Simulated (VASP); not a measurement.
Consider the following.

```
CELL_PARAMETERS angstrom
      0.00000     3.25351     3.25351
      3.25351     0.00000     3.25351
      3.25351     3.25351     0.00000
ATOMIC_POSITIONS crystal
  K  0.00000 0.00000 0.00000
  Br 0.50000 0.50000 0.50000
```

Level of theory: optB86b-vdW, VASP's PBE PAW potentials (set 64) (plane waves; VASP 6.6.1). Settings: 520 eV cut-off, 7×7×7 Γ-centred mesh, Gaussian smearing of 0.050 eV, potentials K_sv Br.

The job: KBr (rock salt), 2 atoms, optB86b-vdW, static run, 520 eV, 7×7×7 Γ-centred mesh. Roughly how much core time does it take on a busy server core?

About 60 core-seconds (one run on a shared machine, a rough figure). It had 20 irreducible k-points, 12 bands, up to 1874 plane waves and 13 electronic steps.

The compound is KBr in the rock salt structure. This cell is one point of a volume scan, at 0.97 of the reference volume.
